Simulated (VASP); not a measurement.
```xyz
3
Lattice="0.0000 2.5400 2.5400 2.5400 0.0000 2.5400 2.5400 2.5400 0.0000" Properties=species:S:1:pos:R:3 pbc="T T T"
Hf     0.0000     0.0000     0.0000
O      1.2700     1.2700     1.2700
O      3.8100     3.8100     3.8100
```

Calculation: PBEsol GGA, VASP's PBE PAW potentials (set 64) (plane waves; VASP). Settings: 520 eV cut-off, 8×8×8 Γ-centred mesh, Gaussian smearing of 0.050 eV, potentials Hf_pv O.

Energy and stress use the plane-wave basis of the starting cell.

### Question
The ions, cell shape and volume are relaxed. Which structure does the run end with?

### Answer

```xyz
3
Lattice="0.0000 2.5105 2.5105 2.5105 0.0000 2.5105 2.5105 2.5105 0.0000" Properties=species:S:1:pos:R:3 pbc="T T T"
Hf     0.0000     0.0000     0.0000
O      1.2553     1.2553     1.2553
O      3.7658     3.7658     3.7658
```
Space group Fm-3m (225), at a tolerance of 0.03 Å.

### Question
How do energy and volume change from the first to the last step?

### Answer
The energy (σ→0) changes by -11.0 meV/atom and the volume by -3.4 %, in 3 ionic steps.

```json
[
 {"step": "1", "E(σ→0) (eV)": "-31.6057", "max force (eV/Å)": "0.000", "pressure (GPa)": "-8.96", "volume (Å³)": "32.77"},
 {"step": "2", "E(σ→0) (eV)": "-31.5568", "max force (eV/Å)": "0.000", "pressure (GPa)": "16.52", "volume (Å³)": "29.96"},
 {"step": "3", "E(σ→0) (eV)": "-31.6387", "max force (eV/Å)": "0.000", "pressure (GPa)": "-0.08", "volume (Å³)": "31.65"}
]
```

The compound is HfO2 in the fluorite structure, the high-temperature cubic form, which is unstable at 0 K; the monoclinic form is the stable one. This run relaxes it. Symmetry was kept, so distortions that lower it aren't found.
